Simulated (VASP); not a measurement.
Calculation: PBE GGA, VASP's PBE PAW potentials (set 64) (plane waves; VASP).

Input for VASP

**POSCAR**
```
Al3Sc
1
    4.0356554927     0.0000000000    -0.0000000000
    0.0000000000     4.0356554927     0.0000000000
    0.0000000000     0.0000000000     4.0356554927
Sc Al
1 3
Direct
  0.0000000000   0.0000000000   0.0000000000
  0.0000000000   0.5000000000   0.5000000000
  0.5000000000   0.0000000000   0.5000000000
  0.5000000000   0.5000000000   0.0000000000
```

**INCAR**
```
# general
SYSTEM  = Al3Sc
PREC    = Accurate
ENCUT   = 500   # plane-wave cut-off (eV)
LREAL   = .FALSE.   # projection in real space or not
LASPH   = .TRUE.   # aspherical one-centre terms

# electronic loop
EDIFF   = 1E-6
NELM    = 100   # most electronic steps
ALGO    = Normal   # blocked Davidson
LMAXMIX = 4

# smearing
ISMEAR  = 1
SIGMA   = 0.1   # width (eV)

# functional
GGA     = PE   # PBE

# ions
IBRION  = 2
NSW     = 40   # most ionic steps
ISIF    = 3
EDIFFG  = -0.02
PSTRESS = 50   # kbar

# output
LWAVE   = .FALSE.
LCHARG  = .FALSE.
```

### KPOINTS
```
Automatic mesh
0
Gamma
8 8 8
0 0 0
```

POTCAR, in this order: Sc_sv Al (PBE.64 set). Program: vasp_std.

The resulting files:

File OUTCAR:
```
 ion  position               nearest neighbor table
   1  0.000  0.000  0.000-   2 2.85   3 2.85   4 2.85   2 2.85   3 2.85   2 2.85   4 2.85   2 2.85
                             3 2.85   4 2.85   3 2.85   4 2.85
   2  0.000  0.500  0.500-   1 2.85   3 2.85   4 2.85   1 2.85   4 2.85   1 2.85   3 2.85   1 2.85
                             3 2.85   4 2.85   4 2.85   3 2.85
   3  0.500  0.000  0.500-   1 2.85   2 2.85   4 2.85   1 2.85   4 2.85   2 2.85   4 2.85   4 2.85
                             1 2.85   2 2.85   1 2.85   2 2.85
   4  0.500  0.500  0.000-   1 2.85   2 2.85   3 2.85   2 2.85   3 2.85   1 2.85   3 2.85   3 2.85
                             1 2.85   2 2.85   2 2.85   1 2.85
  LATTYP: Found a simple cubic cell.
 ALAT       =     4.0356554927
 Subroutine PRICEL returns:
 Original cell was already a primitive cell.
 Subroutine GETGRP returns: Found 48 space group operations
The static configuration has the point symmetry O_h .
The dynamic configuration has the point symmetry O_h .
 Subroutine INISYM returns: Found 48 space group operations
 Subroutine IBZKPT returns following result:
 Found     35 irreducible k-points:

 Following reciprocal coordinates:
            Coordinates               Weight
  0.000000  0.000000  0.000000      1.000000
  0.125000  0.000000  0.000000      6.000000
  0.250000  0.000000  0.000000      6.000000
...
```

OSZICAR:
```
       N       E                     dE             d eps       ncg     rms          rms(c)
DAV:   1     0.112051865755E+03    0.11205E+03   -0.82886E+03   980   0.126E+03
DAV:   2    -0.123439368749E+02   -0.12440E+03   -0.12263E+03   992   0.358E+02
DAV:   3    -0.200717437832E+02   -0.77278E+01   -0.74643E+01  1558   0.726E+01
DAV:   4    -0.201962377718E+02   -0.12449E+00   -0.12427E+00  1422   0.883E+00
DAV:   5    -0.201978112582E+02   -0.15735E-02   -0.15731E-02  1398   0.110E+00    0.952E+00
DAV:   6    -0.193179240486E+02    0.87989E+00   -0.44876E+00  1618   0.253E+01    0.350E+00
DAV:   7    -0.192678360978E+02    0.50088E-01   -0.84969E-02  1188   0.255E+00    0.197E+00
DAV:   8    -0.192450293531E+02    0.22807E-01   -0.35816E-02  1462   0.162E+00    0.215E-01
DAV:   9    -0.192447567072E+02    0.27265E-03   -0.30622E-03  1232   0.426E-01    0.886E-02
DAV:  10    -0.192447028755E+02    0.53832E-04   -0.23657E-04  1554   0.157E-01    0.767E-02
DAV:  11    -0.192447057563E+02   -0.28808E-05   -0.18260E-05  1252   0.312E-02    0.458E-02
DAV:  12    -0.192446937546E+02    0.12002E-04   -0.40425E-05  1166   0.318E-02    0.554E-03
DAV:  13    -0.192446939571E+02   -0.20252E-06   -0.16881E-06  1062   0.101E-02
   1 F= -.17193524E+02 E0= -.17193176E+02  d E =-.171935E+02
```

OUTCAR:
```
------------------------ aborting loop because EDIFF is reached ----------------------------------------
  FORCE on cell =-STRESS in cart. coord.  units (eV):
  Direction    XX          YY          ZZ          XY          YZ          ZX
  --------------------------------------------------------------------------------------
  Total        2.0501461      2.0501461      2.0501461      0.0000000      0.0000000      0.0000000
  in kB       49.9750384     49.9750384     49.9750384      0.0000000      0.0000000      0.0000000
  external PRESSURE =      -0.0249616 kB  Pullay stress =      50.0000000 kB
  volume of cell :       65.73
      direct lattice vectors                 reciprocal lattice vectors
     4.035655493  0.000000000  0.000000000     0.247791220  0.000000000  0.000000000
     0.000000000  4.035655493  0.000000000     0.000000000  0.247791220  0.000000000
     0.000000000  0.000000000  4.035655493     0.000000000  0.000000000  0.247791220
 POSITION                                       TOTAL-FORCE (eV/Angst)
 -----------------------------------------------------------------------------------
      0.00000      0.00000      0.00000         0.000000      0.000000      0.000000
      0.00000      2.01783      2.01783         0.000000      0.000000      0.000000
      2.01783      0.00000      2.01783         0.000000      0.000000      0.000000
      2.01783      2.01783      0.00000         0.000000      0.000000      0.000000
 -----------------------------------------------------------------------------------
    total drift:                               -0.000000     -0.000000      0.000000
  FREE ENERGIE OF THE ION-ELECTRON SYSTEM (eV)
  ---------------------------------------------------
  free  energy   TOTEN  =       -19.2446939571 eV

  energy  without entropy=      -19.2436495483  energy(sigma->0) =      -19.24434582
  enthalpy is  TOTEN    =       -17.1935238551 eV   P V=        2.0511701020

 reached required accuracy - stopping structural energy minimisation
```
(Selected blocks of OUTCAR.)

OUTCAR:
```
 val. band max:        7.6178177964   @ k =   0.2500   0.1250   0.1250

 cond. band min:       7.6519554907   @ k =   0.5000   0.2500   0.2500


 Fermi energy:         7.6451028764

 k-point     1 :       0.0000    0.0000    0.0000
  band No.  band energies     occupation
      1     -41.2010      2.00000
      2     -19.9196      2.00000
      3     -19.9196      2.00000
      4     -19.9196      2.00000
      5      -2.6104      2.00000
      6       4.9619      2.00000
      7       4.9619      2.00000
      8       5.7899      2.00000
      9       5.7899      2.00000
     10       5.7899      2.00000
     11       8.8762     -0.00000
     12       8.9606     -0.00000
     13       8.9606     -0.00000
     14       8.9606     -0.00000

 k-point     2 :       0.1250    0.0000    0.0000
  band No.  band energies     occupation
      1     -41.2007      2.00000
      2     -19.9252      2.00000
      3     -19.9191      2.00000
      4     -19.9191      2.00000
      5      -2.4620      2.00000
      6       3.8928      2.00000
      7       5.0748      2.00000
      8       5.8028      2.00000
      9       5.8028      2.00000
     10       6.4769      2.00000
     11       8.8806     -0.00000
     12       8.8806     -0.00000
     13       9.0086     -0.00000
     14       9.4695     -0.00000

 k-point     3 :       0.2500    0.0000    0.0000
  band No.  band energies     occupation
      1     -41.2001      2.00000
      2     -19.9390      2.00000
      3     -19.9180      2.00000
      4     -19.9180      2.00000
      5      -2.0245      2.00000
      6       2.4131      2.00000
      7       5.3937      2.00000
      8       5.8287      2.00000
      9       5.8287      2.00000
     10       7.2869      2.00001
     11       8.7461     -0.00000
     12       8.7461     -0.00000
     13       9.1310     -0.00000
     14      10.2688      0.00000

 k-point     4 :       0.3750    0.0000    0.0000
  band No.  band energies     occupation
...
```

The compound is Al3Sc in the L1_2 structure. It was relaxed first under an external pressure of 5 GPa.
